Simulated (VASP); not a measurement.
Here is a VASP 6.6.1 calculation.

Contents of INCAR:

```
PREC = Accurate ; ENCUT = 520
EDIFF = 1E-6 ; ISMEAR = -1
SIGMA = 0.02 ; LREAL = Auto
LASPH = True ; NELM = 100
ALGO = Normal ; ISIF = 2
LWAVE = False ; LCHARG = False
GGA = PE ; NBANDS = 58
```

Contents of KPOINTS:

```
regular mesh
0
Gamma
  1 1 1
```

The input POSCAR:

```
H4C
1.0
    7.6834750000      0.0000000000      0.0000000000
    0.0000000000      7.6834750000      0.0000000000
    0.0000000000      0.0000000000      7.6834750000
C H
8 32
Direct
    0.2261333000      0.1813779000      0.3494423000
    0.1715192000      0.0075389000      0.7063769000
    0.8471027000      0.6127646000      0.0500330000
    0.6677150000      0.3729838000      0.2922638000
    0.3136048000      0.7486902000      0.2049156000
    0.9019711000      0.7164486000      0.4485996000
    0.2832794000      0.4906046000      0.6034956000
    0.5670032000      0.0429710000      0.5423687000
    0.3554810000      0.2369567000      0.3323296000
    0.1980786000      0.1686675000      0.4878766000
    0.2211424000      0.0535305000      0.2882636000
    0.1298312000      0.2663568000      0.2892994000
    0.1085693000      0.0226639000      0.8325563000
    0.2235932000     -0.1238804000      0.6949768000
    0.2771654000      0.1014278000      0.6946961000
    0.0767489000      0.0299442000      0.6032785000
    0.8150580000      0.6950401000      0.1610130000
    0.7378720000      0.5268374000      0.0217865000
    0.9617821000      0.5350370000      0.0803602000
    0.8736987000      0.6941440000     -0.0630278000
    0.5950733000      0.4732617000      0.2231249000
    0.7291722000      0.4296390000      0.4068322000
    0.7673833000      0.3193914000      0.2067841000
    0.5792314000      0.2696431000      0.3323143000
    0.4514961000      0.7744605000      0.1840688000
    0.2804681000      0.7752969000      0.3402180000
    0.2859068000      0.6127902000      0.1753064000
    0.2365483000      0.8322132000      0.1200693000
    0.9967276000      0.6961268000      0.3450578000
    0.9202098000      0.8454035000      0.5047304000
    0.9200438000      0.6181207000      0.5491864000
    0.7709030000      0.7061433000      0.3954240000
    0.2352795000      0.4193977000      0.4906316000
    0.1768181000      0.5637871000      0.6620020000
    0.3855078000      0.5801399000      0.5629312000
    0.3355123000      0.3990937000      0.6984175000
    0.5930052000      0.1814533000      0.5262678000
    0.5387274000      0.0157120000      0.6786408000
    0.6806984000     -0.0314981000      0.5018662000
    0.4555820000      0.0062169000      0.4626998000
```

Potentials or basis: VASP PAW PBE potentials, release 64 (C, H).

Run with:

```bash
$ cat potpaw_PBE.64/C/POTCAR potpaw_PBE.64/H/POTCAR > POTCAR
$ mpirun -np 1 vasp_gam > vasp.out
```

What does it give for the largest force?

0.726 eV/Å.

Estimate the pressure.

2.7 GPa.

What does it give for the band gap on the k mesh?

6.71 eV, direct.

Stress tensor (GPa, compression positive):
```
 2.08  0.32 -0.19
 0.32  2.78 -0.63
-0.19 -0.63  3.16
```

A hybrid or GW would open this gap; PBE tends to underestimate it.
